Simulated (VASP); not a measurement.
# V2NiN2 (I4/mmm) in VASP: notebook

One crystal, V2NiN2, is run at these levels: PBE; tasks: single point.

Everything below comes from runs of VASP 6.6.1. Logs are shortened: lines on timing, memory, paths and dates and some standing lists are left out, and cuts for length are marked.

## 1. The undisturbed crystal

The structure is tetragonal, space group I4/mmm (No. 139). The conventional cell has a = 2.872 Å, b = 2.872 Å, c = 11.660 Å, α = 90.00°, β = 90.00°, γ = 90.00°. Around Ni (site symmetry 4/mmm) lie 2 N at 1.86 Å. Around V (site symmetry 4mm) lie 5 N at 2.03 Å. N (site symmetry 4mm) has 1 Ni at 1.86 Å and 5 V at 2.03 Å as nearest neighbours.

The cell comes from a database or a generator and needn't be the stable form of this composition.

## 2. Single point, PBE, collinear spin, ferromagnetic start, 8.86 Å³/atom (strain = -0.04)

INCAR

```
SYSTEM = V2NiN2
PREC = Accurate
ENCUT = 520
EDIFF = 1E-7
ISMEAR = -1
SIGMA = 0.05
LREAL = .FALSE.
LASPH = .TRUE.
NELM = 100
ALGO = Normal
ISIF = 2
LWAVE = .FALSE.
LCHARG = .TRUE.
ISPIN = 2
MAGMOM = 1 2 2 0 0
LORBIT = 11
LMAXMIX = 4
GGA = PE
LELF = .TRUE.
LVHAR = .TRUE.
NBANDS = 35
```

KPOINTS

```
Automatic mesh
0
G
  10 10 10
  0 0 0
```

POSCAR

```
V2NiN2
1.0
   -1.3783219200      1.3783219200      5.8301690000
    1.3783219200     -1.3783219200      5.8301690000
    1.3783219200      1.3783219200     -5.8301690000
Ni V N
1 2 2
Direct
    0.0000000000      0.0000000000      0.0000000000
    0.3334380000      0.3334380000      0.0000000000
    0.6665620000      0.6665620000      0.0000000000
    0.8403440000      0.8403440000      0.0000000000
    0.1596560000      0.1596560000      0.0000000000
```

Potentials or basis: VASP PAW PBE potentials, release 64 (Ni, V_sv, N).

Started as:

```console
cat potpaw_PBE.64/Ni/POTCAR potpaw_PBE.64/V_sv/POTCAR potpaw_PBE.64/N/POTCAR > POTCAR
mpirun -np 1 vasp_std > vasp.out
```

OUTCAR:

```text
SYSTEM = V2NiN2
   PREC = Accurate
   ENCUT = 520
   EDIFF = 1E-7
   ISMEAR = -1
   LREAL = .FALSE.
   LASPH = .TRUE.
   NELM = 100
   ISIF = 2
   ISPIN = 2
   LORBIT = 11
   GGA = PE

 ion  position               nearest neighbor table
   1  0.000  0.000  0.000-   4 1.86   5 1.86   3 2.75   2 2.75   3 2.75   3 2.75   3 2.75   2 2.75
                             2 2.75   2 2.75
   2  0.333  0.333  0.000-   4 1.95   4 1.95   4 1.95   4 1.95   5 2.03   1 2.75   1 2.75   1 2.75
                             1 2.75   3 2.75   3 2.75   3 2.75   3 2.75
   3  0.667  0.667  0.000-   5 1.95   5 1.95   5 1.95   5 1.95   4 2.03   1 2.75   1 2.75   1 2.75
                             1 2.75   2 2.75   2 2.75   2 2.75   2 2.75
   4  0.840  0.840  0.000-   1 1.86   2 1.95   2 1.95   2 1.95   2 1.95   3 2.03
   5  0.160  0.160  0.000-   1 1.86   3 1.95   3 1.95   3 1.95   3 1.95   2 2.03

  LATTYP: Found a body centered tetragonal cell.
 ALAT       =     2.7566438400
 C/A-ratio  =     4.2299037078

  Lattice vectors:

 A1 = (  -1.3783219200,   1.3783219200,   5.8301690000)
 A2 = (   1.3783219200,  -1.3783219200,   5.8301690000)
 A3 = (   1.3783219200,   1.3783219200,  -5.8301690000)

Analysis of symmetry for initial positions (statically):
=====================================================================
 Subroutine PRICEL returns:
 Original cell was already a primitive cell.

 Routine SETGRP: Setting up the symmetry group for a
 body centered tetragonal supercell.

 Subroutine GETGRP returns: Found 16 space group operations
 (whereof 16 operations were pure point group operations)
 out of a pool of 16 trial point group operations.

The static configuration has the point symmetry D_4h.

Analysis of symmetry for dynamics (positions and initial velocities):
=====================================================================
 Subroutine PRICEL returns:
 Original cell was already a primitive cell.

 Routine SETGRP: Setting up the symmetry group for a
 body centered tetragonal supercell.

 Subroutine GETGRP returns: Found 16 space group operations
 (whereof 16 operations were pure point group operations)
 out of a pool of 16 trial point group operations.

The dynamic configuration has the point symmetry D_4h.

Analysis of structural, dynamic, and magnetic symmetry:
=====================================================================
 Subroutine PRICEL returns:
 Original cell was already a primitive cell.

 Routine SETGRP: Setting up the symmetry group for a
 body centered tetragonal supercell.

 Subroutine GETGRP returns: Found 16 space group operations
 (whereof 16 operations were pure point group operations)
 out of a pool of 16 trial point group operations.

The overall configuration has the point symmetry D_4h.

 Subroutine INISYM returns: Found 16 space group operations
 (whereof 16 operations are pure point group operations),
 and found     1 'primitive' translations

----------------------------------------------------------------------------------------

                                     Primitive cell

  volume of cell :      44.3040

  direct lattice vectors                    reciprocal lattice vectors
    -1.378321920  1.378321920  5.830169000     0.000000000  0.362759957  0.085760807
     1.378321920 -1.378321920  5.830169000     0.362759957  0.000000000  0.085760807
     1.378321920  1.378321920 -5.830169000     0.362759957  0.362759957  0.000000000

  length of vectors
     6.147390763  6.147390763  6.147390763     0.372759577  0.372759577  0.513020051

  position of ions in fractional coordinates (direct lattice)
     0.000000000  0.000000000  0.000000000
     0.333438000  0.333438000  0.000000000
     0.666562000  0.666562000  0.000000000
     0.840344000  0.840344000  0.000000000
     0.159656000  0.159656000  0.000000000

  ion indices of the primitive-cell ions
   primitive index   ion index
                 1           1
                 2           2
                 3           3
                 4           4
                 5           5

[... 28 lines left out ...]
  0.000000  0.000000  0.000000      1.000000
  0.100000  0.000000 -0.000000      8.000000
  0.200000  0.000000 -0.000000      8.000000
  0.300000  0.000000  0.000000      8.000000
  0.400000  0.000000 -0.000000      8.000000
  0.500000  0.000000  0.000000      4.000000
[... 16 lines left out ...]
  0.300000  0.300000 -0.000000      8.000000
  0.400000  0.300000 -0.000000     16.000000
 [... further k-points ...]
   k-points           NKPTS =    102   k-points in BZ     NKDIM =    102   number of bands    NBANDS=     35
   number of dos      NEDOS =    301   number of ions     NIONS =      5
   total plane-waves  NPLWV = 110592
   dimension x,y,z NGX =    48 NGY =   48 NGZ =   48
   dimension x,y,z NGXF=    96 NGYF=   96 NGZF=   96
   ions per type =               1   2   2
   NGX,Y,Z   is equivalent  to a cutoff of  12.98, 12.98, 12.98 a.u.
   NGXF,Y,Z  is equivalent  to a cutoff of  25.96, 25.96, 25.96 a.u.
 SYSTEM =  V2NiN2
   PREC   = accura    normal or accurate (medium, high low for compatibility)
   ISTART =      0    job   : 0-new  1-cont  2-samecut
   ICHARG =      2    charge: 1-file 2-atom 10-const
   ISPIN  =      2    spin polarized calculation?
   LNONCOLLINEAR =      F non collinear calculations
   LSORBIT =      F    spin-orbit coupling
   LASPH  =      T    aspherical Exc in radial PAW
   ENCUT  =  520.0 eV  38.22 Ry    6.18 a.u.  11.43 11.43 11.43*2*pi/ulx,y,z
   NELM   =    100;   NELMIN=  2; NELMDL= -5     # of ELM steps
   EDIFF  = 0.1E-06   stopping-criterion for ELM
   LREAL  =      F    real-space projection
   EDIFFG = 0.1E-05   stopping-criterion for IOM
   NSW    =      0    number of steps for IOM
   IBRION =     -1    ionic relax: 0-MD 1-quasi-New 2-CG
   NFREE  =      0    steps in history (QN), initial steepest desc. (CG)
   ISIF   =      2    stress and relaxation
   ISYM   =      2    0-nonsym 1-usesym 2-fastsym
   POTIM  = 0.5000    time-step for ionic-motion
   TEBEG  =    0.0;   TEEND  =   0.0 temperature during run
   PSTRESS=    0.0 pullay stress
   NELECT =      46.0000    total number of electrons
   NUPDOWN=      -1.0000    fix difference up-down
   EMIN   =  10.00;   EMAX   =-10.00  energy-range for DOS
   EFERMI =   0.00;   METHOD = LEGACY
   ISMEAR =    -1;   SIGMA  =   0.05  broadening in eV -4-tet -1-fermi 0-gaus
   EFERMI_NEDOS =   21; number of points for ismear=-14 and -15
   IALGO  =     38    algorithm
   IMIX   =      4    mixing-type and parameters
     AMIX     =   0.40;   BMIX     =  1.00
     AMIX_MAG =   1.60;   BMIX_MAG =  1.00
  volume/ion in A,a.u.               =       8.86        59.80
  Fermi-wavevector in a.u.,A,eV,Ry     =   1.657728  3.132652 37.389658  2.748062
  Thomas-Fermi vector in A             =   2.745431
   LORBIT       =     11    0 simple, 1 ext, 2 COOP (PROOUT), +10 PAW based schemes
   GGA     = PE    functional components
   LHFCALC =     F    Hartree Fock is set to
   AEXX    =    0.0000 exact exchange contribution
   IVDW    =     0    specifies the selected vdW correction
   LEPSILON=     F    determine dielectric tensor
   LRPA    =     F    only Hartree local field effects (RPA)
 spin polarized calculation
  energy-cutoff  :      520.00
  volume of cell :       44.30
 maximum number of plane-waves:      1210
 NGX is ok and might be reduce to    48
   NGX = 23   NGY = 23   NGZ = 23

 number of electron      46.0000008 magnetization      -0.1259016

 number of electron      46.0000007 magnetization       0.0002865

 Free energy of the ion-electron system (eV)
  ---------------------------------------------------
  ext. energy  EPLUGINS =         0.00000000
  ---------------------------------------------------
  free energy    TOTEN  =       -43.70526375 eV

  energy without entropy =      -43.67312643  energy(sigma->0) =      -43.68919509

 E-fermi :  11.8854     XC(G=0): -13.6504

 val. band max:       11.8800216030   @ k =  -0.3000   0.4000   0.1000
 cond. band min:      11.8862741439   @ k =  -0.4000   0.5000   0.1000
 fundamental gap:      0.0062525409
 Fermi energy:        11.8853738061

 spin component 1

 k-point     1 :       0.0000    0.0000    0.0000
  band No.  band energies     occupation
      1     -53.3790      1.00000
      2     -53.2783      1.00000
      3     -27.3066      1.00000
      4     -27.1861      1.00000
      5     -27.1861      1.00000
      6     -27.0445      1.00000
[... 901 lines left out ...]
     34      22.3456      0.00000
     35      23.0613      0.00000

 [... further k-points ...]

 spin component 2

 k-point     1 :       0.0000    0.0000    0.0000
  band No.  band energies     occupation
      1     -53.3788      1.00000
      2     -53.2782      1.00000
      3     -27.3065      1.00000
      4     -27.1859      1.00000
      5     -27.1859      1.00000
      6     -27.0444      1.00000
[... 901 lines left out ...]
     34      22.3457      0.00000
     35      23.0614      0.00000

 [... further k-points ...]

------------------------ aborting loop because EDIFF is reached ----------------------------------------

  FORCE on cell =-STRESS in cart. coord.  units (eV):
  Direction    XX          YY          ZZ          XY          YZ          ZX
  --------------------------------------------------------------------------------------
  -------------------------------------------------------------------------------------
  Total        9.4669381      9.4669381      3.9732086      0.0000000     -0.0000000      0.0000000
  in kB      342.3557749    342.3557749    143.6843562      0.0000000     -0.0000000      0.0000000
  external PRESSURE =     276.1319687 kB  Pullay stress =       0.0000000 kB

 VOLUME and BASIS-vectors are now :
 -----------------------------------------------------------------------------
  energy-cutoff  :      520.00
  volume of cell :       44.30
      direct lattice vectors                 reciprocal lattice vectors
    -1.378321920  1.378321920  5.830169000     0.000000000  0.362759957  0.085760807
     1.378321920 -1.378321920  5.830169000     0.362759957  0.000000000  0.085760807
     1.378321920  1.378321920 -5.830169000     0.362759957  0.362759957  0.000000000

 POSITION                                       TOTAL-FORCE (eV/Angst)
 -----------------------------------------------------------------------------------
      0.00000      0.00000      0.00000        -0.000000     -0.000000     -0.000000
      0.00000      0.00000      3.88800        -0.000000     -0.000000      0.157351
      0.00000      0.00000      7.77234        -0.000000     -0.000000     -0.157351
      0.00000      0.00000      9.79870         0.000000      0.000000      0.269136
      0.00000      0.00000      1.86164         0.000000      0.000000     -0.269136
 -----------------------------------------------------------------------------------
    total drift:                               -0.000000      0.000000      0.000000

  FREE ENERGIE OF THE ION-ELECTRON SYSTEM (eV)
  ---------------------------------------------------
  free  energy   TOTEN  =       -43.7052637517 eV

  energy  without entropy=      -43.6731264287  energy(sigma->0) =      -43.68919509

 total charge

# of ion       s       p       d       tot
------------------------------------------
    1        0.445   0.573   8.481   9.499
    2        2.269   6.342   3.304  11.915
    3        2.269   6.342   3.304  11.915
    4        1.259   2.579   0.000   3.838
    5        1.259   2.579   0.000   3.838
--------------------------------------------------
tot          7.501  18.415  15.089  41.005

 magnetization (x)

# of ion       s       p       d       tot
------------------------------------------
    1       -0.000  -0.000   0.000  -0.000
    2        0.000   0.000   0.000   0.000
    3        0.000   0.000   0.000   0.000
    4       -0.000  -0.000   0.000  -0.000
    5       -0.000  -0.000   0.000  -0.000
--------------------------------------------------
tot         -0.000  -0.000   0.000   0.000
```

Run time: 12 min. Hardware: 1 thread of Intel Xeon 6975P-C (Granite Rapids), shared host; peak memory 0.55 GiB.

Results:

* Free energy: -43.7053 eV
* Pressure: 27.6 GPa
* Largest force: 0.269 eV/Å
* Band gap on the k mesh: none (metal or under the smearing width)
* Net moment: 0.00 μB per cell
* Valence electrons inside the program's atomic spheres: Ni 9.50; V 11.91; N 3.84

Caveat: the starting moments collapsed, and a magnetic state may lie lower.

## 3. Single point, PBE, collinear spin, ferromagnetic start, 9.23 Å³/atom (strain = -0.02)

INCAR is that of step 2.

KPOINTS is that of step 2.

POSCAR: that of step 2 with these lines changed.

```diff
@@ -2,5 +2,5 @@
 1.0
-   -1.3783219200      1.3783219200      5.8301690000
-    1.3783219200     -1.3783219200      5.8301690000
-    1.3783219200      1.3783219200     -5.8301690000
+   -1.4070369600      1.4070369600      5.8301690000
+    1.4070369600     -1.4070369600      5.8301690000
+    1.4070369600      1.4070369600     -5.8301690000
 Ni V N
```

Potentials or basis: VASP PAW PBE potentials, release 64 (Ni, V_sv, N).

Started as:

```console
cat potpaw_PBE.64/Ni/POTCAR potpaw_PBE.64/V_sv/POTCAR potpaw_PBE.64/N/POTCAR > POTCAR
mpirun -np 1 vasp_std > vasp.out
```

Wall time 10 min (1 thread of Intel Xeon 6975P-C (Granite Rapids), shared host); peak memory 0.57 GiB.

The run converged. Its results:

```
Free energy                                           : -43.9888 eV
Pressure                                              : 12.2 GPa
Largest force                                         : 0.097 eV/Å
Band gap on the k mesh                                : none (metal or under the smearing width)
Net moment                                            : 0.00 μB per cell
Valence electrons inside the program's atomic spheres : Ni 9.46; V 11.79; N 3.80
```

Caveat: the starting moments collapsed, and a magnetic state may lie lower.
